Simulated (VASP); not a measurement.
Given:

```xyz
4
Lattice="1.2776 -2.2128 0.0000 1.2776 2.2128 0.0000 0.0000 0.0000 4.2254" Properties=species:S:1:pos:R:3 pbc="T T T"
B      1.2776    -0.7376     2.1137
B      1.2776     0.7376     0.0010
N      1.2776    -0.7376     3.6962
N      1.2776     0.7376     1.5835
```

The numbers are results of PBE GGA, VASP's PBE PAW potentials (set 64) (plane waves; VASP), not measurements. Numerical set-up: 600 eV cut-off, 10×10×6 Γ-centred mesh, Gaussian smearing of 0.050 eV, potentials B N.

Task: Predict the energy per atom (σ→0).

Result: 
* **energy per atom (σ→0)**: -8.710 eV/atom

Only differences to runs with the same potentials and settings are physical.

The compound is BN in the wurtzite structure, a metastable high-pressure form. It was relaxed first.
